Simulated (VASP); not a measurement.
Data:

```
CELL_PARAMETERS angstrom
      0.00000     2.88500     2.88500
      2.88500     0.00000     2.88500
      2.88500     2.88500     0.00000
ATOMIC_POSITIONS crystal
  Ag 0.00000 0.00000 0.00000
  Br 0.50000 0.50000 0.50000
```

The numbers are results of PBE GGA, VASP's PBE PAW potentials (set 64) (plane waves; VASP 6.6.1), not measurements. Numerical set-up: 400 eV cut-off, 6×6×6 Γ-centred mesh, Gaussian smearing of 0.050 eV, potentials Ag Br.

Q: Predict the energy per atom (σ→0), pressure, band gap (on the k-mesh) with the smallest direct gap where there is one.

A: 
| Quantity | Value |
|---|---|
| band gap (on the k-mesh) | 0.67 eV |
| smallest direct gap (on the k-mesh) | 2.55 eV |
| energy per atom (σ→0) | -2.495 eV/atom |
| pressure | 1.35 GPa |

The compound is AgBr in the rock salt structure. The cell was not relaxed at this level.
